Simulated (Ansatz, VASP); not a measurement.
# MnSi (Brownleeite) in two plane-wave programs, part 2 of 2

One calculation is typed for both programs; each brings its own data sets. How far apart do they land? The cell is taken from a series of runs on this material, whose earlier steps may have relaxed, scaled, displaced or heated it; both programs get it as it stands. Valence electrons are named where the data sets of a main pair hold unlike numbers.

VASP 6.6.1 and Ansatz 0.2.0.

So far. Step 2 (Ansatz: single point, LDA): The run ends at a pressure of -17.26 GPa, with forces up to 0.40 eV/Å.

### 3. VASP: single point, LDA

Level of this step: LDA, spin-polarised from a ferromagnetic start; plane waves and PAW (Mn_pv, Si) (VASP).

The same cell, functional (in two slightly different forms), mesh and smearing now go to VASP, with its own data sets.

Lines of VASP's logs that name or quote its potential files are left out, and so is its time.

INCAR reads:

```
SYSTEM = MnSi
PREC = Accurate
ENCUT = 400
EDIFF = 1E-06
NELM = 100
ISMEAR = 1
SIGMA = 0.15
LREAL = .FALSE.
ALGO = Normal
GGA = PW92
NBANDS = 49
ISPIN = 2
MAGMOM = 0.91 0.91 0.91 0.91 -0.03 -0.03 -0.03 -0.03
LASPH = .TRUE.
LMAXMIX = 4
LORBIT = 11
LWAVE = .FALSE.
LCHARG = .FALSE.
KPAR = 2
ISIF = 2
```

POSCAR reads:

```
MnSi
1.0
    4.5580000000      0.0000000000      0.0000000000
    0.0000000000      4.5580000000      0.0000000000
    0.0000000000      0.0000000000      4.5580000000
Mn Si
4 4
Direct
    0.8620000000      0.6380000000      0.3620000000
    0.6380000000      0.3620000000      0.8620000000
    0.3620000000      0.8620000000      0.6380000000
    0.1380000000      0.1380000000      0.1380000000
    0.1550000000      0.3450000000      0.6550000000
    0.3450000000      0.6550000000      0.1550000000
    0.6550000000      0.1550000000      0.3450000000
    0.8450000000      0.8450000000      0.8450000000
```

KPOINTS reads:

```
Automatic mesh
0
Gamma
6 6 6
0 0 0
```

PAW data sets: Mn_pv and Si (LDA family, release 64).

The run is started by

```bash
$ mpirun -np 2 vasp_std
```

Numbers of over 12 decimals in the logs are rounded to 6 here.

Output:

```text
[banner, memory and clock lines left out]
running    2 mpi-ranks, on    1 nodes
 distrk:  each k-point on    1 cores,    2 groups
 distr:  one band on    1 cores,    1 groups

 POSCAR found type information on POSCAR MnSi
 POSCAR found :  2 types and       8 ions
|                                                                             |
|               ----> ADVICE to this user running VASP <----                  |
|                                                                             |
|     You enforced a specific xc type in the INCAR file but a different       |
|     [... a line on the potential file left out ...]
|     I HOPE YOU KNOW WHAT YOU ARE DOING!                                     |
|                                                                             |

 LDA part: xc-table for (Slater(with rela. corr.)+PW92), standard interpolation
 POSCAR, INCAR and KPOINTS ok, starting setup
 FFT: planning ... GRIDC
 FFT: planning ... GRID_SOFT
 FFT: planning ... GRID
 WAVECAR not read
 entering main loop
       N       E                     dE             d eps       ncg     rms          rms(c)
DAV:   1     0.702217069683E+03    0.70222E+03   -0.30541E+04  4808   0.136E+03
DAV:   2    -0.237308305386E+02   -0.72595E+03   -0.68899E+03  4704   0.435E+02
DAV:   3    -0.758244640100E+02   -0.52094E+02   -0.49865E+02  5194   0.129E+02
DAV:   4    -0.772404615931E+02   -0.14160E+01   -0.14060E+01  5595   0.209E+01
DAV:   5    -0.772671917393E+02   -0.26730E-01   -0.26712E-01  5373   0.312E+00    0.338E+01
DAV:   6    -0.802016789657E+02   -0.29345E+01   -0.11995E+02  5273   0.856E+01    0.325E+01
DAV:   7    -0.684768254688E+02    0.11725E+02   -0.60122E+01  5108   0.573E+01    0.824E+00
DAV:   8    -0.683765335438E+02    0.10029E+00   -0.27866E+00  5097   0.662E+00    0.287E+00
DAV:   9    -0.683094353818E+02    0.67098E-01   -0.17776E-01  5576   0.294E+00    0.138E+00
DAV:  10    -0.683088729173E+02    0.56246E-03   -0.16234E-02  5516   0.799E-01    0.717E-01
DAV:  11    -0.683097779332E+02   -0.90502E-03   -0.69492E-03  5731   0.468E-01    0.233E-01
DAV:  12    -0.683099192795E+02   -0.14135E-03   -0.86490E-04  5114   0.165E-01    0.119E-01
DAV:  13    -0.683099553489E+02   -0.36069E-04   -0.94002E-05  5494   0.684E-02    0.536E-02
DAV:  14    -0.683099576860E+02   -0.23371E-05   -0.20099E-05  5195   0.268E-02    0.297E-02
DAV:  15    -0.683099567455E+02    0.94058E-06   -0.23059E-06  3814   0.104E-02
   1 F= -.68309957E+02 E0= -.68307909E+02  d E =-.614279E-02  mag=     3.6048
```

Parts of OUTCAR (step 3):

```text
ion  position               nearest neighbor table
   1  0.862  0.638  0.362-   5 2.31   6 2.40   7 2.40   8 2.40   7 2.54   8 2.54   6 2.54   2 2.80
                             2 2.80   3 2.80   4 2.80   3 2.80   4 2.80
   2  0.638  0.362  0.862-   6 2.31   5 2.40   7 2.40   8 2.40   5 2.54   7 2.54   8 2.54   1 2.80
                             1 2.80   3 2.80   3 2.80   4 2.80   4 2.80
   3  0.362  0.862  0.638-   7 2.31   6 2.40   5 2.40   8 2.40   6 2.54   5 2.54   8 2.54   1 2.80
                             4 2.80   2 2.80   2 2.80   1 2.80   4 2.80
   4  0.138  0.138  0.138-   8 2.31   6 2.40   7 2.40   5 2.40   6 2.54   5 2.54   7 2.54   2 2.80
                             3 2.80   1 2.80   3 2.80   1 2.80   2 2.80
   5  0.155  0.345  0.655-   1 2.31   2 2.40   3 2.40   4 2.40   3 2.54   4 2.54   2 2.54   8 2.82
                             6 2.82   6 2.82   8 2.82   7 2.82   7 2.82
   6  0.345  0.655  0.155-   2 2.31   1 2.40   3 2.40   4 2.40   1 2.54   3 2.54   4 2.54   8 2.82
                             5 2.82   5 2.82   7 2.82   7 2.82   8 2.82
   7  0.655  0.155  0.345-   3 2.31   2 2.40   1 2.40   4 2.40   2 2.54   1 2.54   4 2.54   8 2.82
                             8 2.82   5 2.82   6 2.82   6 2.82   5 2.82
   8  0.845  0.845  0.845-   4 2.31   2 2.40   3 2.40   1 2.40   2 2.54   1 2.54   3 2.54   5 2.82
                             6 2.82   7 2.82   7 2.82   5 2.82   6 2.82

  LATTYP: Found a simple cubic cell.
 ALAT       =     4.5580000000

 Subroutine GETGRP returns: Found 12 space group operations
 (whereof  3 operations were pure point group operations)

The static configuration has the point symmetry C_3 .
 The point group associated with its full space group is T   .

 Found     24 irreducible k-points:

   k-points           NKPTS =     24   k-points in BZ     NKDIM =     24   number of bands    NBANDS=     49

   dimension x,y,z NGX =    30 NGY =   30 NGZ =   30
   dimension x,y,z NGXF=    60 NGYF=   60 NGZF=   60

   ENCUT  =  400.0 eV  29.40 Ry    5.42 a.u.   7.43  7.43  7.43*2*pi/ulx,y,z

   NELECT =      68.0000    total number of electrons

 k-points in reciprocal lattice and weights: Automatic mesh
   0.00000000  0.00000000  0.00000000       0.005
   0.16666667  0.00000000  0.00000000       0.028
   0.33333333  0.00000000  0.00000000       0.028
   0.50000000  0.00000000  0.00000000       0.014
   0.16666667  0.16666667  0.00000000       0.056
   0.33333333  0.16666667  0.00000000       0.056
  -0.16666667  0.33333333  0.00000000       0.056
   0.50000000  0.16666667  0.00000000       0.028
  -0.16666667  0.50000000  0.00000000       0.028
[...]
0.50000000  0.50000000  0.33333333       0.028
   0.50000000  0.50000000  0.50000000       0.005

 average (electrostatic) potential at core
       1 -64.3529       2 -64.3529       3 -64.3529       4 -64.3529       5 -80.1814
       6 -80.1814       7 -80.1814       8 -80.1814

 E-fermi :  10.6149

 spin component 1
 k-point     1 :       0.0000    0.0000    0.0000
  band No.  band energies     occupation
    ...
     32      10.3791      1.02437
     33      10.3791      1.02437
     34      10.3791      1.02437
     35      10.4604      1.02798
     36      10.4604      1.02798
     37      11.3973     -0.00000
     38      11.3973     -0.00000
     39      11.3973     -0.00000
     40      13.5284     -0.00000
     41      13.5284     -0.00000
    ...

 k-point     2 :       0.1667    0.0000    0.0000
  band No.  band energies     occupation
    ...
     31       9.1039      1.00000
     32      10.1329      1.00003
     33      10.2031      1.00036
     34      10.4071      1.03230
     35      10.4650      1.02505
     36      10.6409      0.35559
     37      11.1393     -0.00000
     38      11.3187     -0.00000
     39      11.8237     -0.00000
     40      13.0214     -0.00000
    ...

 k-point     3 :       0.3333    0.0000    0.0000
  band No.  band energies     occupation
    ...
     31       9.1892      1.00000
     32       9.7499      1.00000
     33      10.1321      1.00003
     34      10.2785      1.00338
     35      10.5079      0.96455
     36      10.6786      0.17401
     37      10.9561     -0.00299
     38      11.1108     -0.00002
     39      12.2609     -0.00000
     40      12.7615     -0.00000
    ...

 k-point     4 :       0.5000    0.0000    0.0000
  band No.  band energies     occupation
    ...
     30       8.8961      1.00000
     31       9.4729      1.00000
     32       9.4729      1.00000
     33      10.1668      1.00010
     34      10.1668      1.00010
     35      10.6202      0.47030
     36      10.6202      0.47030
     37      10.9091     -0.00904
     38      10.9091     -0.00904
     39      12.4371     -0.00000
    ...

 k-point     5 :       0.1667    0.1667    0.0000
  band No.  band energies     occupation
    ...
     31       9.2268      1.00000
     32      10.0765      1.00000
     33      10.1329      1.00003
     34      10.2936      1.00491
     35      10.4255      1.03524
     36      10.6503      0.30658
     37      11.0232     -0.00041
     38      11.3586     -0.00000
     39      11.8956     -0.00000
     40      12.9587     -0.00000
    ...

 k-point     6 :       0.3333    0.1667    0.0000
  band No.  band energies     occupation
    ...
     31       9.2625      1.00000
     32       9.7635      1.00000
     33      10.0787      1.00000
     34      10.1317      1.00003
     35      10.4095      1.03283
     36      10.6227      0.45584
     37      10.8799     -0.01576
     38      11.1682     -0.00000
     39      12.2323     -0.00000
     40      12.7617     -0.00000
    ...

  Total      -10.6346645    -10.6346645    -10.6346645      0.0000000      0.0000000      0.0000000
  in kB     -179.9332452   -179.9332452   -179.9332452      0.0000000      0.0000000      0.0000000
  external PRESSURE =    -179.9332452 kB  Pullay stress =       0.0000000 kB

  energy-cutoff  :      400.00
  volume of cell :       94.69
      direct lattice vectors                 reciprocal lattice vectors
     4.558000000  0.000000000  0.000000000     0.219394471  0.000000000  0.000000000
     0.000000000  4.558000000  0.000000000     0.000000000  0.219394471  0.000000000
     0.000000000  0.000000000  4.558000000     0.000000000  0.000000000  0.219394471

 POSITION                                       TOTAL-FORCE (eV/Angst)
 -----------------------------------------------------------------------------------
      3.92900      2.90800      1.65000         0.221648     -0.221648      0.221648
      2.90800      1.65000      3.92900        -0.221648      0.221648      0.221648
      1.65000      3.92900      2.90800         0.221648      0.221648     -0.221648
      0.62900      0.62900      0.62900        -0.221648     -0.221648     -0.221648
      0.70649      1.57251      2.98549         0.021122     -0.021122      0.021122
      1.57251      2.98549      0.70649        -0.021122      0.021122      0.021122
      2.98549      0.70649      1.57251         0.021122      0.021122     -0.021122
      3.85151      3.85151      3.85151        -0.021122     -0.021122     -0.021122
 -----------------------------------------------------------------------------------
    total drift:                                0.000000      0.000001      0.000000

  FREE ENERGIE OF THE ION-ELECTRON SYSTEM (eV)
  ---------------------------------------------------
  free  energy   TOTEN  =       -68.3099567455 eV

  energy  without entropy=      -68.3038139551  energy(sigma->0) =      -68.30790915

 total charge
# of ion       s       p       d       tot
------------------------------------------
    1        0.327   6.366   5.294  11.987
    2        0.327   6.366   5.294  11.987
    3        0.327   6.366   5.294  11.987
    4        0.327   6.366   5.294  11.987
    5        0.749   0.892   0.000   1.641
    6        0.749   0.892   0.000   1.641
    7        0.749   0.892   0.000   1.641
    8        0.749   0.892   0.000   1.641
--------------------------------------------------
tot          4.304  29.032  21.177  54.513

 magnetization (x)
# of ion       s       p       d       tot
------------------------------------------
    1       -0.000   0.004   0.939   0.942
    2       -0.000   0.004   0.939   0.942
    3       -0.000   0.004   0.939   0.942
    4       -0.000   0.004   0.939   0.942
    5       -0.010  -0.029   0.000  -0.039
    6       -0.010  -0.029   0.000  -0.039
    7       -0.010  -0.029   0.000  -0.039
    8       -0.010  -0.029   0.000  -0.039
--------------------------------------------------
tot         -0.042  -0.101   3.756   3.614

[... 6 further parts left out ...]
```

The magnetic state follows from one typed start and may not be the lowest.

### 4. Differences

Known differences besides the potentials themselves: VASP starts from the moments at which Ansatz ended; the data sets hold 76 valence electrons in Ansatz (on its default PAW (the set named soft_2) files) and 68 in VASP; the cutoff is 420 eV in Ansatz and 400 eV in VASP; VASP's log shows a relativistic correction to its local exchange, Ansatz's none; site moments are counted in spheres of each program's own size. Total energies have different zeros and are not compared.

Compared:

```
                                        quantity  Ansatz    VASP  difference
                                  pressure (GPa)  -17.26  -17.99       +0.74
pressure without Ansatz's Pulay correction (GPa)  -17.33  -17.99       +0.67
                               total moment (μB)    3.63    3.60       +0.02
                              moment on Mn1 (μB)    0.91    0.94       -0.03
                              moment on Mn2 (μB)    0.91    0.94       -0.03
                              moment on Mn3 (μB)    0.91    0.94       -0.03
                              moment on Mn4 (μB)    0.91    0.94       -0.03
```

Forces (eV/Å; atoms numbered as in POSCAR):

| atom | Ansatz x, y, z | VASP x, y, z |
| --- | --- | --- |
| Mn1 | 0.232, -0.231, 0.232 | 0.222, -0.222, 0.222 |
| Mn2 | -0.232, 0.232, 0.232 | -0.222, 0.222, 0.222 |
| Mn3 | 0.232, 0.231, -0.232 | 0.222, 0.222, -0.222 |
| Mn4 | -0.232, -0.232, -0.232 | -0.222, -0.222, -0.222 |
| Si5 | 0.023, -0.023, 0.023 | 0.021, -0.021, 0.021 |
| Si6 | -0.023, 0.023, 0.023 | -0.021, 0.021, 0.021 |
| Si7 | 0.023, 0.023, -0.023 | 0.021, 0.021, -0.021 |
| Si8 | -0.023, -0.023, -0.023 | -0.021, -0.021, -0.021 |

The forces differ by 7.1 meV/Å r.m.s., which is 4.5 % of the r.m.s. force of 0.157 eV/Å (both taken over all components). Ansatz's pressure holds a Pulay correction of 0.07 GPa; VASP's holds none.

### 5. What the set-up changes

Further runs change the set-up of one program: Ansatz's method, potentials or start, or VASP's data sets, cutoff or form of LDA. The table gives Ansatz less VASP for each quantity, since a change that brings one quantity closer may part another.

| run | r.m.s. force difference (meV/Å) | pressure (GPa) | total moment (μB) | pressure without Ansatz's Pulay correction (GPa) |
| --- | --- | --- | --- | --- |
| as above | 7.1 | 0.74 | 0.025 | 0.67 |
| VASP with GGA = CA, the Perdew-Zunger form of LDA | 9.8 | 0.83 | 0.30 | 0.76 |
| VASP with the data sets Mn_sv_GW and Si_GW, a cutoff of 620 eV and GGA = CA, the Perdew-Zunger form of LDA | 7.0 | 0.96 | 0.31 | 0.89 |

### 6. What came out

| Property | Result |
| --- | --- |
| r.m.s. force difference (single point, LDA) | 7.1 meV/Å |
| difference in pressure (single point, LDA) | 0.74 GPa |

The difference in pressure is 0.74 GPa (single point, LDA), within the 1 GPa picked in this series as the mark of a large difference. The data sets hold unlike numbers of valence electrons (76 in Ansatz and 68 in VASP), so part of the differences comes from the potentials. Single point, LDA, VASP with GGA = CA, the Perdew-Zunger form of LDA: r.m.s. force difference goes from 7.1 to 9.8 meV/Å; the difference in total moment goes from 0.025 to 0.30 μB. Single point, LDA, VASP with the data sets Mn_sv_GW and Si_GW, a cutoff of 620 eV and GGA = CA, the Perdew-Zunger form of LDA: the difference in pressure goes from 0.74 to 0.96 GPa; the difference in total moment goes from 0.025 to 0.31 μB; the difference in pressure without Ansatz's Pulay correction goes from 0.67 to 0.89 GPa. How closely two codes agree says nothing of how well the functional describes the real material.

[Lines on the potential files, build, host, timing and source positions are cut from VASP's logs without a mark.]

[Logs are printed without paths, hosts, clocks, repeated set-up lines and the standing remarks that a program may print on its own settings, such as how far it seeks lower states.]

[Hosts, paths, dates, database ids (printed as entryN), source tags and the programs' standing remarks are cut or masked in the printed files.]
